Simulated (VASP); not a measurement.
```xyz
2
Lattice="1.4841 -2.5705 0.0000 1.4841 2.5705 0.0000 0.0000 0.0000 2.8968" Properties=species:S:1:pos:R:3 pbc="T T T"
W      0.0000     0.0000     0.0000
C      1.4841     0.8568     1.4484
```

These are PBE GGA, VASP's PBE PAW potentials (set 64) (plane waves; VASP) values and carry that method's errors. Numerical set-up: 450 eV cut-off, 13×13×11 Γ-centred mesh, first-order Methfessel-Paxton smearing of 0.10 eV, potentials W_sv C.

At this cut-off the stress carries a Pulay error, which pulls relaxed volumes low.

**Question.** Give the stress tensor in GPa (positive for a compressed cell).

**Answer.** 
```
-15.16    0.00    0.00
  0.00  -15.16    0.00
  0.00    0.00  -18.94
```
The pressure is its mean diagonal, -16.42 GPa.

The compound is WC in the wc structure. The cell was not relaxed at this level. The run is one of a series of settings (ENCUT = 450 against the base run), some of them coarse on purpose.
